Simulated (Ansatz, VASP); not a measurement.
## WS2 (Tungstenite) in two plane-wave programs

Wanted: the spread between two codes on one cell, functional and k mesh. The cell is taken from a series of runs on this material, whose earlier steps may have relaxed, scaled, displaced or heated it; both programs get it as it stands.

Program: Ansatz 0.2.0. Level of theory: plane waves, with VASP 6.6.1 beside it; dielectric response at PBEsol. Results are calculated unless marked as measured.

## Step 1: Starting point

It takes space group P6_3/mmc (No. 194, hexagonal). Conventional cell: a = 3.146 Å, b = 3.146 Å, c = 12.692 Å, α = 90.00°, β = 90.00°, γ = 120.00°. Nearest to W lie 6 S at 2.40 Å. Nearest to S lie 3 W at 2.40 Å. Farther neighbours and most contacts between anions are not listed.

## Step 2: Ansatz: dielectric response, PBEsol

Ansatz runs on its PAW soft_1 files.

The response to a field tests empty states and converges slowly with the mesh.

input.yaml reads:

```yaml
crystal:
  lattice:
    - [3.1462475948, 0.0, 0.0]
    - [-1.5731237974, 2.7247303437, 0.0]
    - [0.0, 0.0, 12.6918541049]
  atoms:
    - { symbol: W, position: [0.3333333333, 0.6666666667, 0.25] }
    - { symbol: W, position: [0.6666666667, 0.3333333333, 0.75] }
    - { symbol: S, position: [0.3333333333, 0.6666666667, 0.6264874733] }
    - { symbol: S, position: [0.6666666667, 0.3333333333, 0.1264874733] }
    - { symbol: S, position: [0.3333333333, 0.6666666667, 0.8735125267] }
    - { symbol: S, position: [0.6666666667, 0.3333333333, 0.3735125267] }
kpoints:
  mp_grid: { grid: [8, 8, 2] }
scf:
  occupations: { method: fixed }
hamiltonian:
  xc: pbesol
  pseudopotentials: { kind: paw, azcp: { folder: soft_1 }, xc_functional: pbe }
dielectric: {}
```

The run is started by

```sh
$ ansatz run input.yaml --threads 4 --pin off --max-ram 8192MiB --backend cpu --events-out ev --progress --plain --runs-dir out
```

Numbers of over 12 decimals in the logs are rounded to 6 here.

The program printed:

```text
Engine: ansatz 0.2.0, x86_64-unknown-linux-gnu
Pseudopotentials: kind: paw
Pseudopotential: W, paw, valence charge 14, recommended cutoff 420 eV (normal), soft_1/W.paw.azcp
Pseudopotential: S, paw, valence charge 6, recommended cutoff 420 eV (normal), soft_1/S.paw.azcp
Functional definition: PBEsol
  exchange = pbesol_x
  correlation = pbesol_c
Crystal: 6 atoms, lattice volume = 108.803 Å³
Basis set: ecut = 420 eV, 2107 PW (Γ), exchange–correlation on 48×48×180 points (8 copies of the dense FFT grid, shifted against one another)
Bands: 32, of which v1, the nominal top of the filled ones, is band 26 counted from 1 (25 counted from 0)
Symmetry: 24 space group operations
k-points: 42 of 128 (irreducible under 2 space group operations, time reversal used)
Non-local potential: W, projectors of the file, l = 0: 3, l = 1: 2, l = 2: 2, l = 3: 1
Non-local potential: S, projectors of the file, l = 0: 2, l = 1: 2, l = 2: 1
PAW form: soft (Blöchl's): semilocal exchange-correlation on the pseudo side does not see the compensation charge
PAW frozen core: W, regenerated for the run's functional, and the local potential with it (the file was generated under x = pbe(κ = 0.804, μ = 0.219515), c = pbe(β = 0.066725))
PAW frozen core: S, regenerated for the run's functional, and the local potential with it (the file was generated under x = pbe(κ = 0.804, μ = 0.219515), c = pbe(β = 0.066725))
PAW one-centre angular grid: W, 590 points (default); XC on 64 Gauss nodes
PAW one-centre angular grid: S, 110 points (default); XC on 64 Gauss nodes
Initial density: superposition of atomic densities (chi_scale 0.1, normalization cell, long waves kept (reshape's long-wave potential 0.04 eV rms))
Initial wavefunctions: pseudopotential atomic-orbital guess
Functional: x = pbesol(κ = 0.804, μ = 0.123457), c = pbesol(β = 0.046)
SCF iter   1: F=—  HF=-24061.145608 eV  |F-HF|=—  |Δ(HF+E_count)|=         —  Δρ=4.06e-2  dr2=3.32e0  ethr=3.10e-3  ⟨swp⟩=5.2  Hψ=6199  notcnv=0  defer=106
preconditioner: auto → Resta (q_TF=auto, 2.412 Å⁻¹)  ε∞=7.2  [insulator: Δε(μ)=1.230 eV  Ē_g=8.583 eV  n_scr=26 (ndim 8)  ℏωp=21.4 eV  f_vac=0.007  ε∞_Penn≈7.2]
SCF iter   2: F=—  HF=-24060.452497 eV  |F-HF|=—  |Δ(HF+E_count)|=   6.93e-1  Δρ=2.31e-2  dr2=9.61e-1  ethr=3.10e-3  ⟨swp⟩=2.3  Hψ=2062  notcnv=0  defer=150
SCF iter   3: F=—  HF=-24060.194387 eV  |F-HF|=—  |Δ(HF+E_count)|=   2.58e-1  Δρ=5.00e-3  dr2=4.81e-2  ethr=1.85e-3  ⟨swp⟩=2.5  Hψ=2099  notcnv=0  defer=147
SCF iter   4: F=—  HF=-24060.189371 eV  |F-HF|=—  |Δ(HF+E_count)|=   5.02e-3  Δρ=2.44e-3  dr2=9.76e-3  ethr=9.24e-5  ⟨swp⟩=3.0  Hψ=2172  notcnv=0  defer=164
SCF iter   5: F=—  HF=-24060.189839 eV  |F-HF|=—  |Δ(HF+E_count)|=   4.68e-4  Δρ=9.29e-4  dr2=1.65e-3  ethr=1.88e-5  ⟨swp⟩=2.1  Hψ=1810  notcnv=0  defer=166
SCF iter   6: F=—  HF=-24060.190157 eV  |F-HF|=—  |Δ(HF+E_count)|=   3.18e-4  Δρ=2.85e-4  dr2=1.63e-4  ethr=3.18e-6  ⟨swp⟩=2.0  Hψ=1908  notcnv=0  defer=166
SCF iter   7: F=—  HF=-24060.190219 eV  |F-HF|=—  |Δ(HF+E_count)|=   6.19e-5  Δρ=5.59e-5  dr2=4.48e-6  ethr=3.13e-7  ⟨swp⟩=2.0  Hψ=2037  notcnv=0  defer=139
SCF iter   8: F=—  HF=-24060.190223 eV  |F-HF|=—  |Δ(HF+E_count)|=   4.81e-6  Δρ=7.35e-6  dr2=9.54e-8  ethr=8.61e-9  ⟨swp⟩=2.2  Hψ=2247  notcnv=0  defer=101
SCF iter   9: F=—  HF=-24060.190223 eV  |F-HF|=—  |Δ(HF+E_count)|=   9.38e-8  Δρ=1.50e-6  dr2=3.25e-9  ethr=1.84e-10  ⟨swp⟩=2.0  Hψ=2234  notcnv=0  defer=101
SCF iter  10: F=—  HF=-24060.190223 eV  |F-HF|=—  |Δ(HF+E_count)|=   1.47e-9  Δρ=2.67e-7  dr2=1.49e-10  ethr=6.26e-12  ⟨swp⟩=3.0  Hψ=2593  notcnv=0  defer=101
SCF iter  11: F=-24060.190223 eV  HF=-24060.190223 eV  |F-HF|=3.64e-12  |Δ(HF+E_count)|=  3.64e-12  Δρ=6.24e-8  dr2=5.11e-12  ethr=1.00e-12  ⟨swp⟩=10.4  Hψ=5349  notcnv=0
SCF 1 converged in 11 iterations: F = -24060.190223 eV  dr2 = 5.11e-12
  greatest PAW one-centre occupation: 0.999 electrons in one spin orbital (limit 2), on the W atom at site 1 (counted from 0), in its partial waves of l = 0
NSCF: frozen V_eff on 2 k-points
DFPT response loops at Γ: preconditioner auto → Resta (q_TF=auto, 2.412 Å⁻¹)  ε∞=6.9 (no band partly filled); β = 1.00, the filter's whole step (`scf.mixing.beta` (0.50) is not read by the response loops at its default; to damp them type it under 1.00, their step now; it binds the ground state too); Broyden in place of MSR1
── the response to a field inside a basis, on 8×8×2 k-points: an SCF that follows is theirs, and a resumed run solves both again ──
Bands: 27, of which v1, the nominal top of the filled ones, is band 26 counted from 1 (25 counted from 0)
k-points: 20 of 128 (irreducible under 8 space group operations)
Initial density: handed on by an earlier stage of this run
Initial wavefunctions: pseudopotential atomic-orbital guess (no wavefunctions were taken with the density)
Eigensolver: Dense (20 Hₖ)
SCF iter   1: F=—  HF=-24060.139546 eV  |F-HF|=—  |Δ(HF+E_count)|=         —  Δρ=2.41e-4  dr2=1.38e-5  ethr=1.00e-1
preconditioner: auto → Resta (q_TF=auto, 2.412 Å⁻¹)  ε∞=8.6  [insulator: Δε(μ)=1.398 eV  Ē_g=7.739 eV  n_scr=26 (ndim 8)  ℏωp=21.4 eV  f_vac=0.021  ε∞_Penn≈8.6]
SCF iter   2: F=—  HF=-24060.139554 eV  |F-HF|=—  |Δ(HF+E_count)|=   7.81e-6  Δρ=1.31e-4  dr2=4.41e-6  ethr=2.66e-8
SCF iter   3: F=-24060.139558 eV  HF=-24060.139558 eV  |F-HF|=8.61e-9  |Δ(HF+E_count)|=   3.35e-6  Δρ=8.10e-6  dr2=6.39e-8  ethr=8.48e-9
SCF 1 converged in 3 iterations: F = -24060.139558 eV  dr2 = 6.39e-8
DFPT response loops at Γ: preconditioner auto → Resta (q_TF=auto, 2.412 Å⁻¹)  ε∞=6.6 (no band partly filled); β = 1.00, the filter's whole step (`scf.mixing.beta` (0.50) is not read by the response loops at its default; to damp them type it under 1.00, their step now; it binds the ground state too); Broyden in place of MSR1
SCF converged after 11 iterations
Free energy (F): -24060.190223 eV
Harris-Foulkes:  -24060.190223 eV  (|F-HF|=3.64e-12)
Internal energy: -24060.190223 eV  (E = F + TS)
E sigma→0 (E₀):  -24060.190223 eV
Fermi energy:    11.078751 eV
--- Per-component energies (eV) ---
  E_band       = -400.004021
  E_kinetic    = 1269.949167
  E_local      = -3676.792867  (includes V_loc(G=0)·N_el)
  E_nonlocal   = 93.694218
  E_hartree    = 1537.685671
  E_xc         = -885.741196
  E_vxc        = -795.119931  (∫ρ·V_xc dr)
  E_paw        = -19271.418413  (= ΣΔE_a)
  E_vpaw       = -367.106325  (= ΣTr[D̂ρ^β])
  E_aug_tail   = 0.000311  (compensation charges beyond the density's cutoff)
  E_ewald      = -3128.258628
  E_core_change = 0.691513  (= ΣΔE_core)
  E_smearing   = -0.000000  (= −TS)
  E_closure    = 0.000000  (closes the sum)
  Σ components = -24060.190223   (vs F -24060.190223, Δ=0.00e0)
--- Band table (eV; the first three rows and the last of 42) ---
  k-point 0: bands = [... 22 lower, 8.9926, 9.4376, 9.9487, 11.0788, 13.5261, 13.5261, 13.5328, 13.5328, ... 2 higher]
  k-point 1: bands = [... 22 lower, 8.9761, 8.9761, 10.7496, 10.7496, 13.5247, 13.5247, 13.5247, 13.5247, ... 2 higher]
  k-point 2: bands = [... 22 lower, 8.9720, 9.7364, 9.9565, 10.6533, 13.0397, 13.3433, 13.4001, 13.4421, ... 2 higher]
  k-point 41: bands = [... 22 lower, 8.5916, 8.5916, 9.9351, 9.9351, 12.9701, 12.9701, 13.8393, 13.8393, ... 2 higher]
--- Dielectric response (ions clamped): 3 representative field directions + reference, inside a basis on a mesh of 128 k-points (Σ response iterations 12) ---
  ε∞ (high-frequency dielectric tensor):
       13.435523    -0.000000     0.000000
       -0.000000    13.435523     0.000000
        0.000000     0.000000     5.559546
  Born effective charges Z* (e; rows j = field, columns β = displacement):
    site 0:
        -0.64865   -0.00000    0.00000
        -0.00000   -0.64865    0.00000
         0.00000    0.00000   -0.43532
    site 1:
        -0.64865   -0.00000    0.00000
        -0.00000   -0.64865    0.00000
         0.00000    0.00000   -0.43532
    site 2:
         0.32433    0.00000    0.00000
         0.00000    0.32433   -0.00000
        -0.00000    0.00000    0.21766
    site 3:
         0.32433    0.00000    0.00000
        -0.00000    0.32433   -0.00000
        -0.00000    0.00000    0.21766
    site 4:
         0.32433    0.00000   -0.00000
         0.00000    0.32433    0.00000
        -0.00000   -0.00000    0.21766
    site 5:
         0.32433    0.00000   -0.00000
         0.00000    0.32433    0.00000
         0.00000   -0.00000    0.21766
  Z* charge neutrality: 1.223e-2 e pre-enforcement
  solved inside a basis spanned on kpoints, on 8×8×2 k-points, its susceptibility summed on 16×16×4: ε∞ is read to err by 6.2e-2, Z* by 1.9e-2 e (field_mesh: kpoints solves on kpoints); Z* is corrected for what the basis lacks
```

(Part 1 of 2 ends here.)

[Lines on the potential files, build, host, timing and source positions are cut from VASP's logs without a mark.]

[Logs are printed without paths, hosts, clocks, repeated set-up lines and the standing remarks that a program may print on its own settings, such as how far it seeks lower states.]

[Hosts, paths, dates, database ids (printed as entryN), source tags and the programs' standing remarks are cut or masked in the printed files.]
